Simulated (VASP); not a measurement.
Here is the system:

```
CELL_PARAMETERS angstrom
      1.58977    -2.75356     0.00000
      1.58977     2.75356     0.00000
      0.00000     0.00000     5.12533
ATOMIC_POSITIONS crystal
  Zr 0.33333 0.66667 0.25000
  Zr 0.66667 0.33333 0.75000
```

Computed with PBEsol GGA, VASP's PBE PAW potentials (set 64) (plane waves; VASP). Numerical set-up: 400 eV cut-off, 12×12×7 Γ-centred mesh, first-order Methfessel-Paxton smearing of 0.10 eV, potentials Zr_sv.

Predict the energy per atom (σ→0), band gap (on the k-mesh) with the smallest direct gap where there is one.

The band gap (on the k-mesh) is none (metal, semimetal or under 0.01 eV) and the energy per atom (σ→0) is -9.078 eV/atom.

The absolute energy has meaning only against runs of the same code, potentials and settings.

The compound is Zr in the hcp structure. It was relaxed first. The start is the result of an earlier pass.
